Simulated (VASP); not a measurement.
# TaSi2: accuracy against cost in the number of MPI ranks and smearing, part 2 of 4

How sensitive are energy, pressure and forces of TaSi2 to the number of MPI ranks and smearing? The series runs use LDA. The start is a cell from a database of measured crystal structures.

VASP 6.6.1; LDA; plane waves and PAW (Ta_pv, Si).

Still holding for the runs below: This run has no spin polarisation. Its electron count is odd, so without a moment it is a metal by construction. The k-mesh is coarse for a metal.

So far. Step 4 (Number of MPI ranks: 4 ranks): Against the first of the series the energy stays within 0.01 meV an atom and the pressure within 0.01 GPa, after 12 cycles in 19 s.

The database entry behind the starting cell has ideal inner coordinates that were not refined, so it need not match the best structure at ambient conditions.

## Step 5: Number of MPI ranks: 8 ranks

The input, INCAR:

```
SYSTEM = TaSi2
PREC = Accurate
ENCUT = 400
EDIFF = 1E-06
NELM = 100
ISMEAR = -1
SIGMA = 0.05
LREAL = .FALSE.
ALGO = Normal
GGA = CA
NBANDS = 37
LASPH = .TRUE.
LORBIT = 11
LWAVE = .FALSE.
LCHARG = .FALSE.
KPAR = 8
ISIF = 2
```

The input, POSCAR:

```
TaSi2
1.0
    4.7800000000      0.0000000000      0.0000000000
   -2.3900000000      4.1396014301      0.0000000000
    0.0000000000      0.0000000000      6.5640000000
Ta Si
3 6
Direct
    0.5000000000      0.0000000000      0.5000000000
    0.5000000000      0.5000000000      0.8333333333
    0.0000000000      0.5000000000      0.1666666667
    0.1666500000      0.3333000000      0.5000000000
    0.8333500000      0.1666500000      0.8333333333
    0.6667000000      0.8333500000      0.1666666667
    0.8333500000      0.6667000000      0.5000000000
    0.1666500000      0.8333500000      0.8333333333
    0.3333000000      0.1666500000      0.1666666667
```

The input, KPOINTS:

```
Automatic mesh
0
Gamma
6 6 4
0 0 0
```

Potentials, in the order of the species: Ta_pv and Si (PBE family, release 64).

The run is started by

```console
mpirun -np 8 vasp_std
```

Log:

```text
[banner, memory and clock lines left out]
running    8 mpi-ranks, on    1 nodes
[...]
|                                                                             |
|           W    W    AA    RRRRR   N    N  II  N    N   GGGG   !!!           |
|           W    W   A  A   R    R  NN   N  II  NN   N  G    G  !!!           |
|           W    W  A    A  R    R  N N  N  II  N N  N  G       !!!           |
|           W WW W  AAAAAA  RRRRR   N  N N  II  N  N N  G  GGG   !            |
|           WW  WW  A    A  R   R   N   NN  II  N   NN  G    G                |
|           W    W  A    A  R    R  N    N  II  N    N   GGGG   !!!           |
|                                                                             |
|     For optimal performance we recommend to set                             |
|       NCORE = 2 up to number-of-cores-per-socket                            |
|     NCORE specifies how many cores store one orbital (NPAR=cpu/NCORE).      |
|     This setting can greatly improve the performance of VASP for DFT.       |
|     The default, NCORE=1 might be grossly inefficient on modern             |
|     multi-core architectures or massively parallel machines. Do your        |
|     Unfortunately you need to use the default for GW and RPA                |
|     calculations (for HF NCORE is supported but not extensively tested      |
|     yet).                                                                   |
|                                                                             |

 [... a notice as in an earlier step ...]

 LDA part: xc-table for (Slater(with rela. corr.)+CA(PZ))
 , standard interpolation
 POSCAR, INCAR and KPOINTS ok, starting setup
[...]
entering main loop
       N       E                     dE             d eps       ncg     rms          rms(c)
[... 7 cycles as in an earlier step ...]
DAV:   8    -0.789625048282E+02    0.28119E-01   -0.57036E-02  1970   0.112E+00    0.359E-01
DAV:   9    -0.789614492074E+02    0.10556E-02   -0.37690E-03  2012   0.313E-01    0.178E-01
DAV:  10    -0.789612788075E+02    0.17040E-03   -0.55186E-04  1949   0.137E-01    0.541E-02
DAV:  11    -0.789612749976E+02    0.38099E-05   -0.30183E-05  1996   0.277E-02    0.149E-02
DAV:  12    -0.789612742216E+02    0.77599E-06   -0.45570E-06  1716   0.113E-02
   1 F= -.78961274E+02 E0= -.78943955E+02  d E =-.346393E-01
```

Run time: 16 s. Hardware: 8 MPI ranks of Intel Xeon Platinum 8375C at 2.90GHz (Ice Lake), shared host; peak memory 1.7 GiB.

From OUTCAR (step 5):

```text
  Total       -3.2837916     -3.2837916     -1.3600999      0.0000000      0.0000000      0.0000000
  in kB      -40.5071019    -40.5071019    -16.7774669      0.0000000      0.0000000      0.0000000
  external PRESSURE =     -32.5972236 kB  Pullay stress =       0.0000000 kB

 POSITION                                       TOTAL-FORCE (eV/Angst)
 -----------------------------------------------------------------------------------
      2.39000      0.00000      3.28200         0.000000      0.000000      0.000000
      1.19500      2.06980      5.47000         0.000000      0.000000     -0.000000
     -1.19500      2.06980      1.09400         0.000000      0.000000     -0.000000
     -0.00000      1.37973      3.28200         0.000000     -0.676071      0.000000
      3.58512      0.68986      5.47000         0.585495     -0.338036      0.000000
      1.19512      3.44974      1.09400         0.585495      0.338036     -0.000000
      2.39000      2.75987      3.28200         0.000000      0.676071      0.000000
     -1.19512      3.44974      5.47000        -0.585495      0.338036     -0.000000
      1.19488      0.68986      1.09400        -0.585495     -0.338036     -0.000000
 -----------------------------------------------------------------------------------
    total drift:                               -0.000000      0.000000      0.000000

  FREE ENERGIE OF THE ION-ELECTRON SYSTEM (eV)
  ---------------------------------------------------
  free  energy   TOTEN  =       -78.9612742216 eV

[... 3 parts as in an earlier step ...]

[... 1 further part left out ...]
[key lines of the parts left out:]
E-fermi :   9.1417
```

Against the first of the series the energy stays within 0.01 meV an atom and the pressure within 0.01 GPa, after 12 cycles in 16 s.

## Step 6: The number of MPI ranks series as a table

This step: convergence of LDA results with the layout; plane waves and PAW (VASP 6.6.1).

Derived from the runs above.

Differences are taken from the run with 1 ranks. Results of the series, by row:

```csv
setting,status,energy less the reference (meV/atom),pressure (GPa),largest force difference (meV/Å),SCF cycles,wall time (s)
1 ranks,converged,0,-3.26,0,12,49
2 ranks,converged,0,-3.26,0,12,28
4 ranks,converged,0,-3.26,0,12,19.2
8 ranks,converged,0,-3.26,0,12,16.2
```

## Step 7: Smearing: ISMEAR = -1, SIGMA = 0.01

This step: LDA; plane waves and PAW (Ta_pv, Si) (VASP 6.6.1).

Smearing steadies the sum over the Fermi surface at the price of an entropy term.

INCAR, as its differences from that of step 5:

```diff
@@ -6,3 +6,3 @@
 ISMEAR = -1
-SIGMA = 0.05
+SIGMA = 0.01
 LREAL = .FALSE.
```

POSCAR is that of step 5.

KPOINTS is that of step 5.

The run is started by

```console
mpirun -np 8 vasp_std
```

Log:

```text
[banner, memory and clock lines left out]
running    8 mpi-ranks, on    1 nodes
 distrk:  each k-point on    1 cores,    8 groups
 distr:  one band on    1 cores,    1 groups

 POSCAR found type information on POSCAR TaSi
 POSCAR found :  2 types and       9 ions
 [... a notice as in an earlier step ...]

 [... a notice as in an earlier step ...]

 LDA part: xc-table for (Slater(with rela. corr.)+CA(PZ))
 , standard interpolation
 POSCAR, INCAR and KPOINTS ok, starting setup
 FFT: planning ... GRIDC
 FFT: planning ... GRID_SOFT
 FFT: planning ... GRID
 WAVECAR not read
 entering main loop
       N       E                     dE             d eps       ncg     rms          rms(c)
DAV:   1     0.337906009797E+03    0.33791E+03   -0.24392E+04  1586   0.119E+03
DAV:   2    -0.640237319596E+02   -0.40193E+03   -0.39276E+03  1814   0.330E+02
DAV:   3    -0.809944780555E+02   -0.16971E+02   -0.16669E+02  1975   0.617E+01
DAV:   4    -0.813022558458E+02   -0.30778E+00   -0.30598E+00  1988   0.827E+00
DAV:   5    -0.813069548204E+02   -0.46990E-02   -0.46932E-02  1926   0.102E+00    0.324E+01
DAV:   6    -0.792430426087E+02    0.20639E+01   -0.80620E+00  1955   0.131E+01    0.146E+01
DAV:   7    -0.789727546949E+02    0.27029E+00   -0.54385E-01  1900   0.352E+00    0.450E+00
DAV:   8    -0.789441584312E+02    0.28596E-01   -0.58149E-02  1970   0.114E+00    0.362E-01
DAV:   9    -0.789431293021E+02    0.10291E-02   -0.37914E-03  2012   0.307E-01    0.181E-01
DAV:  10    -0.789429500010E+02    0.17930E-03   -0.57511E-04  1949   0.142E-01    0.519E-02
DAV:  11    -0.789429461319E+02    0.38691E-05   -0.29410E-05  1980   0.283E-02    0.149E-02
DAV:  12    -0.789429452716E+02    0.86030E-06   -0.48408E-06  1740   0.119E-02
   1 F= -.78942945E+02 E0= -.78941910E+02  d E =-.207031E-02
```

It took 15 s on 8 MPI ranks; peak memory 1.7 GiB; 1.8 min of CPU time.

From OUTCAR (step 7):

```text
   NELECT =      57.0000    total number of electrons

 E-fermi :   9.1263

 k-point     1 :       0.0000    0.0000    0.0000
  band No.  band energies     occupation
    ...
     25       6.6610      2.00000
     26       6.9182      2.00000
     27       6.9182      2.00000
     28       6.9495      2.00000
     29       7.4487      2.00000
     30       9.7124      0.00000
     31      12.3025      0.00000
     32      12.3025      0.00000
     33      12.5453      0.00000
     34      12.6678      0.00000
    ...

  Total       -3.5100277     -3.5100277     -1.1567077      0.0000000      0.0000000      0.0000000
  in kB      -43.2978293    -43.2978293    -14.2685296      0.0000000      0.0000000      0.0000000
  external PRESSURE =     -33.6213961 kB  Pullay stress =       0.0000000 kB

 POSITION                                       TOTAL-FORCE (eV/Angst)
 -----------------------------------------------------------------------------------
      2.39000      0.00000      3.28200         0.000000      0.000000      0.000000
      1.19500      2.06980      5.47000         0.000000      0.000000     -0.000000
     -1.19500      2.06980      1.09400         0.000000      0.000000     -0.000000
     -0.00000      1.37973      3.28200         0.000000     -0.682554     -0.000000
      3.58512      0.68986      5.47000         0.591109     -0.341277      0.000000
      1.19512      3.44974      1.09400         0.591109      0.341277     -0.000000
      2.39000      2.75987      3.28200         0.000000      0.682554     -0.000000
     -1.19512      3.44974      5.47000        -0.591109      0.341277      0.000000
      1.19488      0.68986      1.09400        -0.591109     -0.341277      0.000000
 -----------------------------------------------------------------------------------
    total drift:                               -0.000000      0.000000      0.000000

  FREE ENERGIE OF THE ION-ELECTRON SYSTEM (eV)
  ---------------------------------------------------
  free  energy   TOTEN  =       -78.9429452716 eV

  energy  without entropy=      -78.9408749572  energy(sigma->0) =      -78.94191011

[... 9 parts as in an earlier step ...]

[... 8 further parts left out ...]
```

Numbers from this step:

```
free energy (TOTEN)     : -78.9429 eV
energy at zero smearing : -78.9419 eV
Fermi energy            : 9.126 eV
pressure                : -3.362 GPa
```

The series starts at -8.7713 eV an atom and -3.36 GPa, after 12 cycles in 15 s. The entropy term T·S comes to 0.23 meV an atom in size.

## Step 8: Smearing: ISMEAR = -1, SIGMA = 0.05

INCAR, as its differences from that of step 7:

```diff
@@ -6,3 +6,3 @@
 ISMEAR = -1
-SIGMA = 0.01
+SIGMA = 0.05
 LREAL = .FALSE.
```

POSCAR is that of step 7.

KPOINTS is that of step 7.

The run is started by

```console
mpirun -np 8 vasp_std
```

Log:

```text
[... set-up lines as in an earlier step ...]
 entering main loop
       N       E                     dE             d eps       ncg     rms          rms(c)
[... 12 cycles as in an earlier step ...]
   1 F= -.78961274E+02 E0= -.78943955E+02  d E =-.346393E-01
```

Wall time 16 s (8 MPI ranks); peak memory 1.7 GiB.

OUTCAR, selected parts (step 8):

```text
[... 6 parts as in an earlier step ...]

[... 1 further part left out ...]
[key lines of the parts left out:]
E-fermi :   9.1417
```

Against the run before the energy at zero width moves by -0.23 meV an atom and the pressure by +0.10 GPa, after 12 cycles in 16 s. The entropy term T·S comes to 3.85 meV an atom in size.

## Step 9: Smearing: ISMEAR = -1, SIGMA = 0.1

INCAR, as its differences from that of step 8:

```diff
@@ -6,3 +6,3 @@
 ISMEAR = -1
-SIGMA = 0.05
+SIGMA = 0.1
 LREAL = .FALSE.
```

POSCAR is that of step 8.

KPOINTS is that of step 8.

The run is started by

```console
mpirun -np 8 vasp_std
```

Log:

```text
[... set-up lines as in an earlier step ...]
 entering main loop
       N       E                     dE             d eps       ncg     rms          rms(c)
DAV:   1     0.337851500206E+03    0.33785E+03   -0.24392E+04  1586   0.119E+03
DAV:   2    -0.640589896684E+02   -0.40191E+03   -0.39267E+03  1814   0.330E+02
DAV:   3    -0.810455321745E+02   -0.16987E+02   -0.16668E+02  1975   0.617E+01
DAV:   4    -0.813552894337E+02   -0.30976E+00   -0.30718E+00  1988   0.827E+00
[...]
DAV:  10    -0.790079570346E+02    0.16685E-03   -0.53735E-04  1957   0.134E-01    0.549E-02
DAV:  11    -0.790079532963E+02    0.37382E-05   -0.30191E-05  1988   0.274E-02    0.149E-02
DAV:  12    -0.790079525489E+02    0.74744E-06   -0.43520E-06  1708   0.110E-02
   1 F= -.79007953E+02 E0= -.78950742E+02  d E =-.114422E+00
```

Wall time 16 s (8 MPI ranks); peak memory 1.7 GiB; 2 min of CPU time.

OUTCAR, selected parts (step 9):

```text
  Total       -3.2378712     -3.2378712     -1.3487265      0.0000000     -0.0000000      0.0000000
  in kB      -39.9406519    -39.9406519    -16.6371711      0.0000000     -0.0000000      0.0000000
  external PRESSURE =     -32.1728249 kB  Pullay stress =       0.0000000 kB

 POSITION                                       TOTAL-FORCE (eV/Angst)
 -----------------------------------------------------------------------------------
      2.39000      0.00000      3.28200         0.000000     -0.000000      0.000000
      1.19500      2.06980      5.47000         0.000000     -0.000000      0.000000
     -1.19500      2.06980      1.09400         0.000000     -0.000000      0.000000
     -0.00000      1.37973      3.28200         0.000000     -0.665796      0.000000
      3.58512      0.68986      5.47000         0.576596     -0.332898     -0.000000
      1.19512      3.44974      1.09400         0.576596      0.332898      0.000000
      2.39000      2.75987      3.28200         0.000000      0.665796     -0.000000
     -1.19512      3.44974      5.47000        -0.576596      0.332898     -0.000000
      1.19488      0.68986      1.09400        -0.576596     -0.332898      0.000000
 -----------------------------------------------------------------------------------
    total drift:                               -0.000000      0.000000      0.000000

  FREE ENERGIE OF THE ION-ELECTRON SYSTEM (eV)
  ---------------------------------------------------
  free  energy   TOTEN  =       -79.0079525489 eV

  energy  without entropy=      -78.8935306006  energy(sigma->0) =      -78.95074157

[... 2 parts as in an earlier step ...]

[... 1 further part left out ...]
[key lines of the parts left out:]
E-fermi :   9.1387
```

Against the run before the energy at zero width moves by -0.75 meV an atom and the pressure by +0.04 GPa, after 12 cycles in 16 s. The entropy term T·S comes to 12.71 meV an atom in size.

## Step 10: Smearing: ISMEAR = -1, SIGMA = 0.2

INCAR, as its differences from that of step 9:

```diff
@@ -6,3 +6,3 @@
 ISMEAR = -1
-SIGMA = 0.1
+SIGMA = 0.2
 LREAL = .FALSE.
```

POSCAR is that of step 9.

KPOINTS is that of step 9.

The run is started by

```console
mpirun -np 8 vasp_std
```

Log:

```text
[... set-up lines as in an earlier step ...]
 entering main loop
       N       E                     dE             d eps       ncg     rms          rms(c)
DAV:   1     0.337709289242E+03    0.33771E+03   -0.24392E+04  1586   0.119E+03
DAV:   2    -0.641661512686E+02   -0.40188E+03   -0.39255E+03  1814   0.330E+02
DAV:   3    -0.811794025485E+02   -0.17013E+02   -0.16680E+02  1975   0.617E+01
DAV:   4    -0.814923339144E+02   -0.31293E+00   -0.31018E+00  1988   0.827E+00
[...]
DAV:  10    -0.791569505603E+02    0.16610E-03   -0.53770E-04  1957   0.133E-01    0.558E-02
DAV:  11    -0.791569469026E+02    0.36577E-05   -0.30877E-05  1988   0.273E-02    0.152E-02
DAV:  12    -0.791569461747E+02    0.72790E-06   -0.43030E-06  1708   0.109E-02
   1 F= -.79156946E+02 E0= -.78973999E+02  d E =-.365894E+00
```

Elapsed: 16 s, on 8 MPI ranks; peak memory 1.7 GiB.

Parts of OUTCAR (step 10):

```text
  Total       -3.2432634     -3.2432634     -1.0653283      0.0000000      0.0000000      0.0000000
  in kB      -40.0071675    -40.0071675    -13.1413215      0.0000000      0.0000000      0.0000000
  external PRESSURE =     -31.0518855 kB  Pullay stress =       0.0000000 kB

 POSITION                                       TOTAL-FORCE (eV/Angst)
 -----------------------------------------------------------------------------------
      2.39000      0.00000      3.28200         0.000000      0.000000      0.000000
      1.19500      2.06980      5.47000         0.000000      0.000000      0.000000
     -1.19500      2.06980      1.09400         0.000000      0.000000      0.000000
     -0.00000      1.37973      3.28200         0.000000     -0.641378     -0.000000
      3.58512      0.68986      5.47000         0.555450     -0.320689      0.000000
      1.19512      3.44974      1.09400         0.555450      0.320689     -0.000000
      2.39000      2.75987      3.28200         0.000000      0.641378      0.000000
     -1.19512      3.44974      5.47000        -0.555450      0.320689     -0.000000
      1.19488      0.68986      1.09400        -0.555450     -0.320689     -0.000000
 -----------------------------------------------------------------------------------
    total drift:                               -0.000000      0.000000      0.000000

  FREE ENERGIE OF THE ION-ELECTRON SYSTEM (eV)
  ---------------------------------------------------
  free  energy   TOTEN  =       -79.1569461747 eV

  energy  without entropy=      -78.7910518614  energy(sigma->0) =      -78.97399902

[... 2 parts as in an earlier step ...]

[... 1 further part left out ...]
[key lines of the parts left out:]
E-fermi :   9.1244
```

Against the run before the energy at zero width moves by -2.58 meV an atom and the pressure by +0.11 GPa, after 12 cycles in 16 s. The entropy term T·S comes to 40.65 meV an atom in size.

## Step 11: Smearing: ISMEAR = -1, SIGMA = 0.5

INCAR, as its differences from that of step 10:

```diff
@@ -6,3 +6,3 @@
 ISMEAR = -1
-SIGMA = 0.2
+SIGMA = 0.5
 LREAL = .FALSE.
```

POSCAR is that of step 10.

KPOINTS is that of step 10.

The run is started by

```console
mpirun -np 8 vasp_std
```

Log:

```text
[... set-up lines as in an earlier step ...]
 entering main loop
       N       E                     dE             d eps       ncg     rms          rms(c)
DAV:   1     0.336850891780E+03    0.33685E+03   -0.24392E+04  1586   0.119E+03
DAV:   2    -0.649241505684E+02   -0.40178E+03   -0.39222E+03  1814   0.331E+02
DAV:   3    -0.820769652191E+02   -0.17153E+02   -0.16764E+02  1975   0.617E+01
DAV:   4    -0.824155086214E+02   -0.33854E+00   -0.33268E+00  1988   0.834E+00
[...]
DAV:  15    -0.801217192179E+02   -0.19207E-05   -0.19059E-05  1067   0.634E-04    0.176E-04
DAV:  16    -0.801217206769E+02   -0.14590E-05   -0.14487E-05  1062   0.302E-04    0.552E-05
DAV:  17    -0.801217216569E+02   -0.98005E-06   -0.97470E-06  1062   0.148E-04
   1 F= -.80121722E+02 E0= -.78880154E+02  d E =-.248314E+01
```

Wall time 14 s (8 MPI ranks); peak memory 1.8 GiB.

Parts of OUTCAR (step 11):

```text
  Total       -2.4089788     -2.4089788      1.0135231     -0.0000000     -0.0000000      0.0000000
  in kB      -29.7158780    -29.7158780     12.5022798     -0.0000000     -0.0000000      0.0000000
  external PRESSURE =     -15.6431587 kB  Pullay stress =       0.0000000 kB

 POSITION                                       TOTAL-FORCE (eV/Angst)
 -----------------------------------------------------------------------------------
      2.39000      0.00000      3.28200         0.000000     -0.000000      0.000000
      1.19500      2.06980      5.47000         0.000000     -0.000000     -0.000000
     -1.19500      2.06980      1.09400         0.000000     -0.000000      0.000000
     -0.00000      1.37973      3.28200        -0.000000     -0.548398      0.000000
      3.58512      0.68986      5.47000         0.474927     -0.274199     -0.000000
      1.19512      3.44974      1.09400         0.474927      0.274199      0.000000
      2.39000      2.75987      3.28200         0.000000      0.548398      0.000000
     -1.19512      3.44974      5.47000        -0.474927      0.274199      0.000000
      1.19488      0.68986      1.09400        -0.474927     -0.274199      0.000000
 -----------------------------------------------------------------------------------
    total drift:                               -0.000000      0.000000      0.000000

  FREE ENERGIE OF THE ION-ELECTRON SYSTEM (eV)
  ---------------------------------------------------
  free  energy   TOTEN  =       -80.1217216569 eV

  energy  without entropy=      -77.6385853888  energy(sigma->0) =      -78.88015352

[... 2 parts as in an earlier step ...]

[... 1 further part left out ...]
[key lines of the parts left out:]
E-fermi :   9.1525
```

Against the run before the energy at zero width moves by +10.43 meV an atom and the pressure by +1.54 GPa, after 17 cycles in 14 s. The entropy term T·S comes to 275.90 meV an atom in size.

[end of part 2 of 4]

[Lines on the potential files, build, host, timing and source positions are cut from VASP's logs without a mark.]

[Logs are printed without paths, hosts, clocks, repeated set-up lines and the standing remarks that a program may print on its own settings, such as how far it seeks lower states.]

[Hosts, paths, dates, database ids (printed as entryN), source tags and the programs' standing remarks are cut or masked in the printed files.]

[A measured line is paired with the nearest computed mode of its activity, which favours agreement.]
